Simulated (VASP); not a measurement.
The input files of a VASP run:

File KPOINTS:
```
Automatic mesh
0
Gamma
8 8 8
0 0 0
```

**INCAR**
```
# general
SYSTEM =Cs
PREC   =Accurate
ENCUT  =520
LREAL  =.FALSE.
LASPH  =.TRUE.

# electronic loop
EDIFF  =1E-7
NELM   =100
ALGO   =Normal
LMAXMIX=4
LMIXTAU=.TRUE.

# smearing
ISMEAR =1
SIGMA  =0.1

# functional
METAGGA=R2SCAN

# ions
ISIF   =2

# output
LWAVE  =.FALSE.
LCHARG =.FALSE.
```

### POSCAR
```
Cs
5.4338330
 -0.5773502825   0.5773502825   0.5773502825
  0.5773502825  -0.5773502825   0.5773502825
  0.5773502825   0.5773502825  -0.5773502825
Cs
1
Cart
  0.0000000000   0.0000000000   0.0000000000
```

POTCAR, in this order: Cs_sv (PBE.64 set). Program: vasp_std.

Write an equivalent input for Ansatz.

One equivalent input (not run):
Ansatz 0.2 input:
```yaml
crystal:
  lattice:
    - [-3.1372250, 3.1372250, 3.1372250]
    - [3.1372250, -3.1372250, 3.1372250]
    - [3.1372250, 3.1372250, -3.1372250]
  atoms:
    - { symbol: Cs, position: [0.0000000, 0.0000000, 0.0000000] }
kpoints:
  mp_grid: { grid: [8, 8, 8] }
hamiltonian:
  xc: r2scan
  pseudopotentials: { kind: paw }
scf:
  occupations: { method: methfessel_paxton, width: 0.1 }
  max_iter: 100
output: { forces: true, stress: true, eigenvalues: true }
```
What does not carry over: each code has its own PAW files, so the cut-off isn't converted (ENCUT is set for VASP's; basis.ecutwfc is left out, and Ansatz then takes the one that its files recommend); Ansatz stops its SCF on the density residual and VASP on the energy change (EDIFF).

The compound is Cs in the bcc structure. It was relaxed first, which changed the volume by +9 %.
